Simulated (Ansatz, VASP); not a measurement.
## CsK2Cl3: VASP beside Ansatz

Aim: how closely do two programs agree when they are given the same cell, functional and k mesh? The cell is invented: As first built, before any earlier steps moved the atoms (in the runner's words): Cs for Na in the K2NaCl3 structure of space group P-3m1. It may not be a known or stable phase. The two relaxations start from unlike cells of this crystal (the structure described is Ansatz's start), so only their ends are compared.

Method: plane waves, with VASP 6.6.1 beside it; relaxation of cell and atoms at PBEsol, in Ansatz 0.2.0.

### Step 1. The starting structure

It takes space group P-3m1 (No. 164, trigonal). The conventional cell has a = 4.523 Å, b = 4.523 Å, c = 11.186 Å, α = 90.00°, β = 90.00°, γ = 120.00°. Nearest to K lie 6 Cl at 3.28 to 3.29 Å. Nearest to Cs lie 6 Cl at 3.06 Å. Cl has 3 Cs at 3.06 Å and 3 K at 3.28 Å nearest. Nearest to Cl lie 6 K at 3.29 Å. It derives from K2NaCl3. As first built, before any earlier steps moved the atoms (in the runner's words): Cs for Na in the K2NaCl3 structure of space group P-3m1. Farther neighbours and most contacts between anions are not listed.

Coordinates:

```cif
data_structure
_symmetry_space_group_name_H-M 'P 1'
_symmetry_Int_Tables_number 1
_cell_length_a 4.5226
_cell_length_b 4.5226
_cell_length_c 11.1857
_cell_angle_alpha 90.000
_cell_angle_beta 90.000
_cell_angle_gamma 120.000
_cell_volume 198.14
loop_
_atom_site_label
_atom_site_type_symbol
_atom_site_fract_x
_atom_site_fract_y
_atom_site_fract_z
_atom_site_occupancy
K1 K 0.33333 0.66667 0.67902 1
K2 K 0.66667 0.33333 0.32098 1
Cs3 Cs 0.00000 0.00000 0.00000 1
Cl4 Cl 0.33333 0.66667 0.14299 1
Cl5 Cl 0.66667 0.33333 0.85701 1
Cl6 Cl 0.00000 0.00000 0.50000 1
```

### Step 2. VASP: relaxation of cell and atoms, PBEsol

The relaxed volume is the usual yardstick between codes: in a stiff, nearly cubic crystal its relative difference is about their pressure difference at one cell divided by the bulk modulus.

Lines of VASP's logs that name or quote its potential files are left out, and so is its time.

Input file INCAR:

```
SYSTEM = CsK2Cl3
PREC = Accurate
ENCUT = 500
EDIFF = 1E-07
NELM = 120
ISMEAR = 0
SIGMA = 0.03
LREAL = .FALSE.
ALGO = Normal
GGA = PS
NBANDS = 30
LORBIT = 11
LWAVE = .FALSE.
LCHARG = .FALSE.
ISIF = 3
IBRION = 2
NSW = 80
EDIFFG = -0.005
LASPH = .TRUE.
GGA_COMPAT = .FALSE.
NELMIN = 4
EFERMI = MIDGAP
KPAR = 2
```

Input file POSCAR:

```
CsK2Cl3
1.0
    4.5491587550      0.0000000000      0.0000000000
   -2.2745793775      3.9396869882      0.0000000000
    0.0000000000      0.0000000000     11.2797605328
K Cs Cl
2 1 3
Direct
    0.3333333333      0.6666666667      0.6549944261
    0.6666666667      0.3333333333      0.3450054845
    0.0000000000      0.0000000000      0.0000000000
    0.3333333333      0.6666666667      0.1905781314
    0.6666666667      0.3333333333      0.8094218686
    0.0000000000      0.0000000000      0.5000000000
```

Input file KPOINTS:

```
Automatic mesh
0
Gamma
6 6 2
0 0 0
```

Potentials, in the order of the species: K_sv, Cs_sv and Cl (PBE family, release 64).

Started as:

```console
$ mpirun -np 2 vasp_std
```

Numbers of over 12 decimals in the logs are rounded to 6 here.

Output:

```text
[banner, memory and clock lines left out]
running    2 mpi-ranks, on    1 nodes
 distrk:  each k-point on    1 cores,    2 groups
 distr:  one band on    1 cores,    1 groups

 POSCAR found type information on POSCAR K CsCl
 POSCAR found :  3 types and       6 ions
|                                                                             |
|               ----> ADVICE to this user running VASP <----                  |
|                                                                             |
|     You enforced a specific xc type in the INCAR file but a different       |
|     [... a line on the potential file left out ...]
|     I HOPE YOU KNOW WHAT YOU ARE DOING!                                     |
|                                                                             |

 LDA part: xc-table for (Slater+PW92), standard interpolation
 POSCAR, INCAR and KPOINTS ok, starting setup
 FFT: planning ... GRIDC
 FFT: planning ... GRID_SOFT
 FFT: planning ... GRID
 WAVECAR not read
 entering main loop
       N       E                     dE             d eps       ncg     rms          rms(c)
DAV:   1     0.350574031899E+03    0.35057E+03   -0.20818E+04   840   0.135E+03
DAV:   2     0.105414333811E+02   -0.34003E+03   -0.33042E+03  1144   0.312E+02
DAV:   3    -0.209548746542E+02   -0.31496E+02   -0.31385E+02  1232   0.883E+01
DAV:   4    -0.216901184425E+02   -0.73524E+00   -0.73351E+00  1166   0.146E+01
DAV:   5    -0.217300134553E+02   -0.39895E-01   -0.39891E-01  1268   0.230E+00    0.507E+00
DAV:   6    -0.208767010071E+02    0.85331E+00   -0.17982E+00   972   0.509E+00    0.398E+00
DAV:   7    -0.208214289295E+02    0.55272E-01   -0.50562E-01  1128   0.267E+00    0.265E+00
DAV:   8    -0.208551390417E+02   -0.33710E-01   -0.72551E-02  1100   0.153E+00    0.487E-01
DAV:   9    -0.208544137532E+02    0.72529E-03   -0.18334E-02  1088   0.534E-01    0.157E-01
DAV:  10    -0.208577037120E+02   -0.32900E-02   -0.39965E-03   946   0.327E-01    0.485E-02
DAV:  11    -0.208579548273E+02   -0.25112E-03   -0.36711E-04  1178   0.889E-02    0.264E-02
DAV:  12    -0.208579939682E+02   -0.39141E-04   -0.12562E-04  1120   0.668E-02    0.106E-02
DAV:  13    -0.208579953520E+02   -0.13838E-05   -0.30342E-05  1008   0.246E-02    0.120E-02
DAV:  14    -0.208579947781E+02    0.57392E-06   -0.21697E-06  1090   0.653E-03    0.633E-03
DAV:  15    -0.208579939559E+02    0.82223E-06   -0.43585E-06   972   0.118E-02    0.229E-03
DAV:  16    -0.208579935993E+02    0.35655E-06   -0.12164E-06  1104   0.687E-03    0.213E-03
DAV:  17    -0.208579938253E+02   -0.22595E-06   -0.76034E-07   902   0.439E-03    0.167E-03
DAV:  18    -0.208579939241E+02   -0.98802E-07   -0.15353E-07   716   0.185E-03
   1 F= -.20857994E+02 E0= -.20857994E+02  d E =-.208580E+02
 curvature:   0.00 expect dE= 0.000E+00 dE for cont linesearch  0.000E+00
 trial: gam= 0.00000 g(F)=  0.423E-05 g(S)=  0.188E-04 ort = 0.000E+00 (trialstep = 0.100E+01)
 search vector abs. value=  0.230E-04
 bond charge predicted
       N       E                     dE             d eps       ncg     rms          rms(c)
DAV:   1    -0.208581392295E+02   -0.14540E-03   -0.35000E-03   876   0.351E-01    0.695E-02
DAV:   2    -0.208580382722E+02    0.10096E-03   -0.26825E-04   960   0.924E-02    0.248E-02
DAV:   3    -0.208580176792E+02    0.20593E-04   -0.45691E-05  1004   0.365E-02    0.166E-02
DAV:   4    -0.208580142267E+02    0.34526E-05   -0.78737E-06  1334   0.123E-02    0.772E-03
DAV:   5    -0.208580130451E+02    0.11816E-05   -0.13274E-06  1452   0.459E-03    0.184E-03
DAV:   6    -0.208580126964E+02    0.34869E-06   -0.50554E-08   618   0.124E-03    0.634E-04
DAV:   7    -0.208580125052E+02    0.19125E-06   -0.24906E-08   474   0.982E-04    0.314E-04
DAV:   8    -0.208580124067E+02    0.98441E-07   -0.11591E-08   492   0.700E-04
   2 F= -.20858012E+02 E0= -.20858012E+02  d E =-.184826E-04
 trial-energy change:   -0.000018  1 .order   -0.000018   -0.000023   -0.000013
 step:   2.3531(harm=  2.3531)  dis= 0.00053  next Energy=   -20.858021 (dE=-0.271E-04)
 reached required accuracy - stopping structural energy minimisation
```

OUTCAR, selected parts (step 2):

```text
ion  position               nearest neighbor table
   1  0.333  0.667  0.655-   5 3.15   5 3.15   5 3.15   6 3.16   6 3.16   6 3.16
   2  0.667  0.333  0.345-   4 3.15   4 3.15   4 3.15   6 3.16   6 3.16   6 3.16
   3  0.000  0.000  0.000-
   4  0.333  0.667  0.191-   2 3.15   2 3.15   2 3.15
   5  0.667  0.333  0.809-   1 3.15   1 3.15   1 3.15
   6  0.000  0.000  0.500-   1 3.16   1 3.16   1 3.16   2 3.16   2 3.16   2 3.16

  LATTYP: Found a hexagonal cell.
 ALAT       =     4.5491587550
 C/A-ratio  =     2.4795266862

 Subroutine GETGRP returns: Found 12 space group operations
 (whereof 12 operations were pure point group operations)

The static configuration has the point symmetry D_3d.

 Found     14 irreducible k-points:

   k-points           NKPTS =     14   k-points in BZ     NKDIM =     14   number of bands    NBANDS=     30

   dimension x,y,z NGX =    36 NGY =   36 NGZ =   84
   dimension x,y,z NGXF=    72 NGYF=   72 NGZF=  168

   ENCUT  =  500.0 eV  36.75 Ry    6.06 a.u.   8.29  8.29 20.57*2*pi/ulx,y,z

   NELECT =      48.0000    total number of electrons

 k-points in reciprocal lattice and weights: Automatic mesh
   0.00000000  0.00000000  0.00000000       0.014
   0.16666667  0.00000000  0.00000000       0.083
   0.33333333  0.00000000  0.00000000       0.083
   0.50000000  0.00000000  0.00000000       0.042
   0.16666667  0.16666667  0.00000000       0.083
   0.33333333  0.16666667  0.00000000       0.167
   0.33333333  0.33333333  0.00000000       0.028
   0.00000000  0.00000000  0.50000000       0.014
   0.16666667  0.00000000  0.50000000       0.083
[...]
0.33333333  0.16666667  0.50000000       0.167
   0.33333333  0.33333333  0.50000000       0.028

 average (electrostatic) potential at core
       1 -35.8330       2 -35.8330       3 -49.9042       4 -94.2358       5 -94.2358
       6 -94.1821

 E-fermi :   0.8814

 k-point     1 :       0.0000    0.0000    0.0000
  band No.  band energies     occupation
    ...
     20      -1.9086      2.00000
     21      -1.9086      2.00000
     22      -1.6317      2.00000
     23      -1.6317      2.00000
     24      -1.5849      2.00000
     25       3.3477      0.00000
     26       4.7630      0.00000
     27       5.2800      0.00000
     28       5.4401      0.00000
     29       5.9080      0.00000
    ...

 k-point     2 :       0.1667    0.0000    0.0000
  band No.  band energies     occupation
    ...
     20      -1.8653      2.00000
     21      -1.8528      2.00000
     22      -1.8217      2.00000
     23      -1.6888      2.00000
     24      -1.6770      2.00000
     25       3.9235      0.00000
     26       4.8758      0.00000
     27       5.2955      0.00000
     28       5.5218      0.00000
     29       5.7690      0.00000
    ...

 k-point     3 :       0.3333    0.0000    0.0000
  band No.  band energies     occupation
    ...
     20      -1.9445      2.00000
     21      -1.8355      2.00000
     22      -1.7950      2.00000
     23      -1.7759      2.00000
     24      -1.7557      2.00000
     25       4.2603      0.00000
     26       5.1507      0.00000
     27       5.6988      0.00000
     28       5.9520      0.00000
     29       6.0241      0.00000
    ...

  Total        0.0182641      0.0182641     -0.0000775      0.0000000     -0.0000000      0.0000000
  in kB        0.1446578      0.1446578     -0.0006140      0.0000000     -0.0000000      0.0000000
  external PRESSURE =       0.0962339 kB  Pullay stress =       0.0000000 kB

  energy-cutoff  :      500.00
  volume of cell :      202.29
      direct lattice vectors                 reciprocal lattice vectors
     4.550365195  0.000000000  0.000000000     0.219762581  0.126879987  0.000000000
    -2.275182598  3.940731796 -0.000000000    -0.000000000  0.253759974 -0.000000000
    -0.000000000  0.000000000 11.280919398    -0.000000000  0.000000000  0.088645257

 POSITION                                       TOTAL-FORCE (eV/Angst)
 -----------------------------------------------------------------------------------
     -0.00000      2.62715      7.38871         0.000000      0.000000     -0.003638
      2.27518      1.31358      3.89220        -0.000000     -0.000000      0.003638
      4.55037      0.00000      0.00000        -0.000000      0.000000      0.000000
     -0.00000      2.62715      2.14967         0.000000     -0.000000     -0.004256
      2.27518      1.31358      9.13125        -0.000000      0.000000      0.004256
      4.55037      0.00000      5.64046        -0.000000      0.000000      0.000000
 -----------------------------------------------------------------------------------
    total drift:                               -0.000000      0.000000      0.000728

  FREE ENERGIE OF THE ION-ELECTRON SYSTEM (eV)
  ---------------------------------------------------
  free  energy   TOTEN  =       -20.8580124067 eV

  energy  without entropy=      -20.8580124067  energy(sigma->0) =      -20.85801241

 reached required accuracy - stopping structural energy minimisation

 total charge
# of ion       s       p       d       tot
------------------------------------------
    1        1.956   5.569   0.025   7.550
    2        1.956   5.569   0.025   7.550
    3        1.847   4.698   0.037   6.581
    4        1.580   3.536   0.000   5.116
    5        1.580   3.536   0.000   5.116
    6        1.578   3.540   0.000   5.118
--------------------------------------------------
tot         10.495  26.449   0.087  37.031

[... 3 further parts left out ...]
```

The run keeps the 12 symmetry operations of its start, so it cannot find a distortion of lower symmetry.

(Part 1 of 2 ends here.)

[Lines on the potential files, build, host, timing and source positions are cut from VASP's logs without a mark.]

[Logs are printed without paths, hosts, clocks, repeated set-up lines and the standing remarks that a program may print on its own settings, such as how far it seeks lower states.]

[Hosts, paths, dates, database ids (printed as entryN), source tags and the programs' standing remarks are cut or masked in the printed files.]
